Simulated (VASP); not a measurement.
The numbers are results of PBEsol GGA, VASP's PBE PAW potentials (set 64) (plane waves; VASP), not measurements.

A VASP calculation is set up with these files.

File POSCAR:
```
ZrC
1
    0.0000000000     2.2792371568     2.2792371568
    2.2792371568     0.0000000000     2.2792371568
    2.2792371568     2.2792371568     0.0000000000
Zr C
1 1
Direct
  1.0000000000   1.0000000000   1.0000000000
  0.5000000000   0.5000000000   0.5000000000
```

**INCAR**
```
SYSTEM  =  ZrC
PREC  =  Accurate; ENCUT  =  620; LREAL  =  .FALSE.
LASPH  =  .TRUE.
EDIFF  =  1E-6; NELM  =  100; ALGO  =  Normal
LMAXMIX  =  4
ISMEAR  =  1; SIGMA  =  0.1
GGA  =  PS
IBRION  =  2; NSW  =  40; ISIF  =  3
EDIFFG  =  -0.02; PSTRESS  =  200
LWAVE  =  .FALSE.; LCHARG  =  .FALSE.
```

**KPOINTS**
```
Automatic mesh
0
Gamma
14 14 14
0 0 0
```

POTCAR, in this order: Zr_sv C (PBE.64 set). Program: vasp_std.

### Question
What will the output report for the number of irreducible k-points (NKPTS), largest plane-wave count, number of space-group operations, FFT grid (NGX, NGY, NGZ)?

### Answer

```yaml
number of irreducible k-points (NKPTS): 104
largest_plane_wave_count: 869
number_of_space_group_operations: 48
FFT grid (NGX, NGY, NGZ): 28 × 28 × 28
```

The compound is ZrC in the rock salt structure. It was relaxed first under an external pressure of 20 GPa.
